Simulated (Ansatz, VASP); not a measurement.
# One calculation of HfOs, two programs

```
Hf Os
1.0
     3.20661    0.00000    0.00000
     0.00000    3.20661    0.00000
     0.00000    0.00000    3.23900
Hf Os
1 1
Direct
  0.00000 0.00000 0.00000
  0.50000 0.50000 0.50000
```

Change from the starting cell: equal xx and yy strain of -1 %.

Alike in both runs: task single point; functional PBEsol; k mesh 10 × 10 × 10; occupations fermi-dirac, width 0.05 eV; no spin polarisation.

|  | VASP | Ansatz |
| --- | --- | --- |
| version | VASP 6.6.1 | Ansatz 0.2.0 |
| potentials or method | VASP PAW PBE potentials, release 64 (Hf_pv, Os), cutoff 520 eV | all-electron LAPW, scalar-relativistic |

VASP gave:

* pressure (GPa): 0.2
* largest component of the traceless stress (GPa): 2.04

Which values does Ansatz return?

Pressure (GPa): 1.1; largest component of the traceless stress (GPa): 2.02.

Ansatz ran all-electron here, so the differences hold the error of VASP's frozen core and of both bases.

Caveats: the PAW data sets were made with another functional, which shifts forces and pressure a little (VASP). The runs have no spin-orbit coupling, so splittings on Hf, Os are missing.
